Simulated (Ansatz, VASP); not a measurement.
# Cross-check of ReRh (Re-Rh-Rh-Re stack, (111) layers) between VASP and Ansatz

Aim: how closely do two programs agree when they are given the same cell, functional and k mesh? The cell is taken from a series of runs on this material, whose earlier steps may have relaxed, scaled, displaced or heated it; both programs get it as it stands.

Calculated with Ansatz 0.2.0; plane waves, with VASP 6.6.1 beside it; LDA.

## 1. The starting structure

The cell holds 4 atoms: 2 Re and 2 Rh. Cell: a = 2.647 Å, b = 2.647 Å, c = 36.964 Å, α = 90.0°, β = 90.0°, γ = 120.0°. It derives from ReRh. Vacuum lies along c.

## 2. Ansatz: zone-centre phonons, LDA

Ansatz runs on its PAW soft_1 files.

Second derivatives magnify differences that forces hide, and they need a tight electronic threshold.

Contents of input.yaml:

```yaml
crystal:
  lattice:
    - [2.6465532315, -2.8433e-06, 0.0]
    - [-1.3232741534, 2.2919837526, 0.0]
    - [0.0, 0.0, 36.9635839278]
  atoms:
    - { symbol: Re, position: [0.0, 0.0, 0.1497712831] }
    - { symbol: Rh, position: [0.3333333333, 0.6666666667, 0.2067256143] }
    - { symbol: Rh, position: [0.6666666667, 0.3333333333, 0.2689260442] }
    - { symbol: Re, position: [0.0, 0.0, 0.3258803754] }
  periodic: [true, true, false]
kpoints:
  mp_grid: { grid: [8, 8, 1] }
hamiltonian:
  xc: lda
  pseudopotentials: { kind: paw, azcp: { folder: soft_1 }, xc_functional: pbe }
scf:
  occupations: { method: methfessel_paxton, width: 0.2 }
output:
  eigenvalues: true
phonons:
  method: dfpt
  qmesh: [2, 2, 1]
  temperatures: { t_max: 1000, t_step: 50 }
  qpath:
    path:
      - [0.0, 0.0, 0.0]
      - [0.5, 0.0, 0.0]
      - [0.33333333, 0.33333333, 0.0]
      - [0.0, 0.0, 0.0]
    npoints: 10
```

On the command line:

```sh
ansatz run input.yaml --threads 4 --pin off --max-ram 12288MiB --backend cpu --events-out ev --progress --plain --runs-dir out
```

Numbers of over 12 decimals in the logs are rounded to 6 here.

The log of the run:

```text
Warning: crystal.symmetry: narrowed to the stabiliser of the run's FFT grids — unitary ops 12 → 6. A phonons.method: dfpt run fills in the rows of the dynamical matrix that it does not solve by its symmetry operations, which is exact only for operations that map its FFT grids onto themselves: filled in by any other, the frequencies could depend on the order in which like atoms are typed, or, by more than the grids' own error, on where the crystal sits among the grids' points. Excluded: 6 operations. The run can therefore solve more perturbations, solve them on more k-points, or both, and cost more. [rest of the remark cut]
Engine: ansatz 0.2.0, aarch64-unknown-linux-gnu
Pseudopotentials: kind: paw
Pseudopotential: Re, paw, valence charge 15, recommended cutoff 420 eV (normal), soft_1/Re.paw.azcp
Pseudopotential: Rh, paw, valence charge 17, recommended cutoff 420 eV (normal), soft_1/Rh.paw.azcp
Functional definition: SPW92
  exchange = slater_x
  correlation = pw_c
Crystal: 4 atoms, lattice volume = 224.216 Å³
Basis set: ecut = 420 eV, 4473 PW (Γ), exchange–correlation on 36×36×500 points (8 copies of the dense FFT grid, shifted against one another)
Bands: 39, of which v1, the nominal top of the filled ones, is band 32 counted from 1 (31 counted from 0)
Symmetry: 12 space group operations
k-points: 10 of 64 (irreducible under 6 space group operations, time reversal used)
Non-local potential: Re, projectors of the file, l = 0: 3, l = 1: 2, l = 2: 2, l = 3: 1
Non-local potential: Rh, projectors of the file, l = 0: 3, l = 1: 2, l = 2: 2, l = 3: 1
PAW form: soft (Blöchl's): semilocal exchange-correlation on the pseudo side does not see the compensation charge
PAW frozen core: Re, regenerated for the run's functional, and the local potential with it (the file was generated under x = pbe(κ = 0.804, μ = 0.219515), c = pbe(β = 0.066725))
PAW frozen core: Rh, regenerated for the run's functional, and the local potential with it (the file was generated under x = pbe(κ = 0.804, μ = 0.219515), c = pbe(β = 0.066725))
PAW one-centre angular grid: Re, 590 points (default); XC on 64 Gauss nodes
PAW one-centre angular grid: Rh, 590 points (default); XC on 64 Gauss nodes
Initial density: superposition of atomic densities (neutral atoms: chi_scale 0, normalization atom)
Initial wavefunctions: pseudopotential atomic-orbital guess
Functional: x = slater, c = lda
SCF iter   1: F=—  HF=-33775.397456 eV  |F-HF|=—  |Δ(HF+E_count)|=         —  Δρ=7.44e-2  dr2=3.25e1  ethr=3.10e-3  ⟨swp⟩=15.3  Hψ=2974  notcnv=0
preconditioner: auto → LDOS  [insulator: Δε(μ)=0.204 eV  Ē_g=5.857 eV  σ=0.200 eV  W_gap=0.70  n_scr=26 (ndim 8)  ℏωp=14.0 eV  f_vac=0.705  D(μ)=2.26/eV (n_scr^D=14)  ε∞_Penn≈6.7  β→1.0]
SCF iter   2: F=—  HF=-33778.922218 eV  |F-HF|=—  |Δ(HF+E_count)|=    3.52e0  S|Δr|=    0.00e0  Δρ=1.11e-1  dr2=6.46e1  ethr=3.10e-3  ⟨swp⟩=5.1  Hψ=1334  notcnv=0  defer=13
SCF iter   3: F=—  HF=-33772.817784 eV  |F-HF|=—  |Δ(HF+E_count)|=    6.10e0  S|Δr|=    0.00e0  Δρ=3.74e-2  dr2=8.15e0  ethr=3.10e-3  ⟨swp⟩=3.9  Hψ=1046  notcnv=0  defer=13
SCF iter   4: F=—  HF=-33772.214277 eV  |F-HF|=—  |Δ(HF+E_count)|=   6.04e-1  S|Δr|=    0.00e0  Δρ=4.26e-3  dr2=1.44e-1  ethr=3.10e-3  ⟨swp⟩=3.2  Hψ=851  notcnv=0  defer=10
SCF iter   5: F=—  HF=-33772.207347 eV  |F-HF|=—  |Δ(HF+E_count)|=   6.93e-3  S|Δr|=    0.00e0  Δρ=1.18e-3  dr2=1.95e-2  ethr=2.26e-4  ⟨swp⟩=4.0  Hψ=913  notcnv=0  defer=10
SCF iter   6: F=—  HF=-33772.206195 eV  |F-HF|=—  |Δ(HF+E_count)|=   1.15e-3  S|Δr|=    0.00e0  Δρ=6.98e-4  dr2=1.62e-3  ethr=3.05e-5  ⟨swp⟩=3.8  Hψ=755  notcnv=0  defer=10
SCF iter   7: F=—  HF=-33772.205877 eV  |F-HF|=—  |Δ(HF+E_count)|=   3.18e-4  S|Δr|=    0.00e0  Δρ=2.24e-4  dr2=3.34e-4  ethr=2.52e-6  ⟨swp⟩=4.0  Hψ=935  notcnv=0  defer=10
SCF iter   8: F=—  HF=-33772.205949 eV  |F-HF|=—  |Δ(HF+E_count)|=   7.17e-5  S|Δr|=    0.00e0  Δρ=8.47e-5  dr2=4.99e-5  ethr=5.22e-7  ⟨swp⟩=3.2  Hψ=732  notcnv=0  defer=10
SCF iter   9: F=—  HF=-33772.205942 eV  |F-HF|=—  |Δ(HF+E_count)|=   7.06e-6  S|Δr|=    0.00e0  Δρ=2.60e-5  dr2=4.32e-6  ethr=7.80e-8  ⟨swp⟩=3.2  Hψ=712  notcnv=0  defer=10
SCF iter  10: F=—  HF=-33772.205888 eV  |F-HF|=—  |Δ(HF+E_count)|=   5.39e-5  S|Δr|=    0.00e0  Δρ=6.87e-6  dr2=2.47e-7  ethr=6.75e-9  ⟨swp⟩=3.5  Hψ=858  notcnv=0  defer=10
SCF iter  11: F=—  HF=-33772.205888 eV  |F-HF|=—  |Δ(HF+E_count)|=   2.96e-8  S|Δr|=    0.00e0  Δρ=1.42e-6  dr2=1.33e-8  ethr=3.86e-10  ⟨swp⟩=3.7  Hψ=932  notcnv=0  defer=10
SCF iter  12: F=—  HF=-33772.205888 eV  |F-HF|=—  |Δ(HF+E_count)|=   1.75e-8  S|Δr|=    0.00e0  Δρ=2.61e-7  dr2=1.11e-10  ethr=2.08e-11  ⟨swp⟩=3.9  Hψ=892  notcnv=0  defer=10
SCF iter  13: F=—  HF=-33772.205888 eV  |F-HF|=—  |Δ(HF+E_count)|=   3.27e-9  S|Δr|=    0.00e0  Δρ=7.80e-8  dr2=2.30e-11  ethr=1.00e-12  ⟨swp⟩=4.0  Hψ=882  notcnv=0  defer=10
SCF iter  14: F=-33772.205888 eV  HF=-33772.205888 eV  |F-HF|=1.89e-10  |Δ(HF+E_count)|=  1.89e-10  S|Δr|=    0.00e0  Δρ=2.29e-8  dr2=1.42e-12  ethr=1.00e-12  ⟨swp⟩=22.5  Hψ=3400  notcnv=0
SCF 1 converged in 14 iterations: F = -33772.205888 eV  dr2 = 1.42e-12
  greatest PAW one-centre occupation: 0.999 electrons in one spin orbital (limit 2), on the Re atom at site 3 (counted from 0), in its partial waves of l = 0
phonons: the bands overlap, so this run is a metal and interpolates without the dipole-dipole term. If the crystal is really an insulator or semiconductor, its LO-TO splitting is missing
NSCF: frozen V_eff on 10 k-points
WARN: eigensolver did not converge (k=7): 1 band(s) unlocked after 2 eigensolves, warm-restarted (20 sweeps on the last) at ethr=2.44e-12 eV (storage-precision floor; scheduled 1.00e-12 eV) (lowest unlocked band 38, counted from 0; max residual 2.21e-4 eV among the unlocked bands, 2.21e-4 eV over every band; other slots of this pass that fall short are told together in one closing line; warning suppressed until the next SCF loop or pass starts)
WARN: eigensolver did not converge in 3 slots of this pass, the one above among them; of largest residual over every band (k=9): 1 band(s) unlocked (lowest unlocked band 38, counted from 0; max residual 3.25e-1 eV among the unlocked bands, 3.25e-1 eV over every band); of lowest unlocked band (k=7): band 38
NSCF: frozen V_eff on 34 k-points
DFPT response loops at q = (0, 0, 0) (fractional): preconditioner auto → none (partly filled bands, converged f_vac=0.709); β = 0.50; Broyden in place of MSR1
NSCF: frozen V_eff on 68 k-points
DFPT response loops at q = (0, -0.5, 0) (fractional): mixed as the last ones told, above
SCF converged after 14 iterations
Stability not checked: this state was not tested for a lower state beside it, because cold or Methfessel-Paxton smearing, or corrected tetrahedra, fill the levels in a way that the test cannot read (fill_not_monotonic; see scf.lower_state_search)
Free energy (F): -33772.205888 eV
Harris-Foulkes:  -33772.205888 eV  (|F-HF|=1.89e-10)
Internal energy: -33772.209603 eV  (E = F + TS)
E sigma→0 (E₀):  -33772.206817 eV
Entropy (-TS):   0.003715 eV (0.929 meV/atom)
Fermi energy:    -5.819331 eV
--- Per-component energies (eV) ---
  E_band       = -2178.155042
  E_kinetic    = 2126.063099
  E_local      = -398715.203666  (includes V_loc(G=0)·N_el)
  E_nonlocal   = 781.778361
  E_hartree    = 197808.163153
  E_xc         = -1109.771885
  E_vxc        = -1087.011814  (∫ρ·V_xc dr)
  E_paw        = -23854.685327  (= ΣΔE_a)
  E_vpaw       = -900.107498  (= ΣTr[D̂ρ^β])
  E_aug_tail   = 0.000110  (compensation charges beyond the density's cutoff)
  E_ewald      = 189189.563249
  E_core_change = 1.883304  (= ΣΔE_core)
  E_smearing   = 0.003715  (= −TS)
  E_closure    = 0.000000  (closes the sum)
  Σ components = -33772.205888   (vs F -33772.205888, Δ=0.00e0)
--- Band table (eV; the first three rows and the last of 10) ---
  k-point 0: bands = [... 28 lower, -7.9200, -7.6518, -7.6518, -6.3147, -6.3147, -6.2886, -6.0390, -6.0390, ... 3 higher]
  k-point 1: bands = [... 28 lower, -7.7718, -7.5748, -7.2789, -6.8655, -6.6689, -6.4274, -6.0682, -5.7935, ... 3 higher]
  k-point 2: bands = [... 28 lower, -7.6997, -7.5788, -7.3466, -6.7534, -6.7308, -5.9847, -4.5599, -4.5032, ... 3 higher]
  k-point 9: bands = [... 28 lower, -7.2486, -7.0190, -5.8860, -5.7823, -4.8782, -4.8689, -4.2257, -4.0324, ... 3 higher]
--- Phonons (Γ-DFPT): 8 representative perturbations + reference (Σ response iterations 54) ---
  ASR residual: 3.668e-5 → 0.000e0 eV/Å²; symmetrization residual: 6.217e-5 eV/Å²
  The last average, over the group as it would stand without the narrowing to the FFT grids, took up to 9.048e-6 eV/Å² of the zone centre's force constants
  ASR residual per site (eV/Å²): 1.81e-6 1.82e-5 3.67e-5 1.12e-5
  Γ frequencies (cm⁻¹): 0.00 0.00 0.00 45.30 45.30 95.46 116.84 116.84 125.06 125.06 198.57 235.25
--- Phonons (arbitrary-q DFPT): 2 irreducible q on the 2×2×1 mesh ---
  q = [0.0000, 0.0000, 0.0000] (star 1, of the zone-centre solve; hermiticity 5.18e-6, symmetrization 2.21e-6, taken by the last average 6.43e-7): -0.00 0.00 0.00 45.30 45.30 95.46 116.84 116.84 125.06 125.06 198.57 235.25
  q = [0.0000, -0.5000, 0.0000] (star 3, 12 solved perturbations in 356 linear systems a pass and spin channel, the states on 34 of 64 k-point pairs; hermiticity 2.73e-6, symmetrization 1.23e-6, taken by the last average 3.39e-7): 93.53 96.67 134.73 137.00 177.08 183.82 193.85 197.22 200.43 203.40 248.52 255.29
  sum rule: each row above includes the acoustic sum rule's correction from the zone centre's row sums; it moved no ω² by more than (0.31 cm⁻¹)²
  mesh force constants: q→R imaginary residual 1.12e-17; ASR residual 3.668e-5 → 0.000e0 eV/Å²; symmetrization residual 5.329e-15 eV/Å²
  interpolated dispersion: 31 rows × 12 modes
  density of states and harmonic sums: on the 28×28×1 q-mesh, interpolated from the force constants of a 2×2×1 supercell (no non-analytic term)
  largest difference from the sums on the solved wave vectors: F 1.09e-1 eV, S 1.73e-4 and C_V 6.43e-5 eV/K
  zero-point energy: 0.120532 eV/cell   skipped modes (ω ≤ 0): 3   left out of the sums: 3.19e-4 of the cell's modes: C_V's classical limit lies that fraction below 3 k_B per atom; for a crystal, a wire or a layer, F and S can be off by more, and a phonons.interpolated_qmesh denser along its periods is the remedy for the sampling
```

Reading the cycles: dr2 is the Hartree energy of the density residual (eV), the measure of convergence; HF is the Harris–Foulkes estimate of the energy, which meets the free energy F at convergence.

(Part 1 of 3 ends here.)

[Lines on the potential files, build, host, timing and source positions are cut from VASP's logs without a mark.]

[Logs are printed without paths, hosts, clocks, repeated set-up lines and the standing remarks that a program may print on its own settings, such as how far it seeks lower states.]

[Hosts, paths, dates, database ids (printed as entryN), source tags and the programs' standing remarks are cut or masked in the printed files.]
